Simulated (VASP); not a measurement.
Input:

```
CELL_PARAMETERS angstrom
      1.45595    -2.52179     0.00000
      1.45595     2.52179     0.00000
      0.00000     0.00000     5.04651
ATOMIC_POSITIONS crystal
  Cd 0.33333 0.66667 0.25000
  Cd 0.66667 0.33333 0.75000
```

Calculation: PBEsol GGA, VASP's PBE PAW potentials (set 64) (plane waves; VASP). Numerical set-up: 500 eV cut-off, 14×14×7 Γ-centred mesh, first-order Methfessel-Paxton smearing of 0.10 eV, potentials Cd.

Energy and stress use the plane-wave basis of the starting cell.

Question: The ions, cell shape and volume at an external pressure of 20.0 GPa are relaxed. Give the cell that the relaxation ends in.

Answer: 
```
CELL_PARAMETERS angstrom
      1.42609    -2.47006     0.00000
      1.42609     2.47006     0.00000
      0.00000     0.00000     4.89191
ATOMIC_POSITIONS crystal
  Cd 0.33333 0.66667 0.25000
  Cd 0.66667 0.33333 0.75000
```
Space group P6_3/mmc (194), at a tolerance of 0.03 Å.

Question: How do energy and volume change from the first to the last step?

Answer: The energy (σ→0) changes by +118.8 meV/atom and the volume by -7.0 %, in 9 ionic steps.

| step | E(σ→0) (eV) | max force (eV/Å) | pressure (GPa) | volume (Å³) |
|---|---|---|---|---|
| 1 | -2.2662 | 0.000 | 10.08 | 37.06 |
| 2 | -1.4350 | 0.000 | 40.52 | 31.24 |
| 3 | -2.0391 | 0.000 | 19.69 | 34.56 |
| 4 | -2.0321 | 0.000 | 19.95 | 34.51 |
| 5 | -2.0259 | 0.000 | 20.19 | 34.46 |
| 6 | -2.0217 | 0.000 | 20.32 | 34.41 |
| 7 | -2.0215 | 0.000 | 20.30 | 34.41 |
| 8 | -2.0391 | 0.000 | 19.71 | 34.55 |
| 9 | -2.0287 | 0.000 | 20.00 | 34.46 |

The compound is Cd in the hcp structure. This run relaxes it under an external pressure of 20 GPa. Symmetry was kept, so distortions that lower it aren't found.
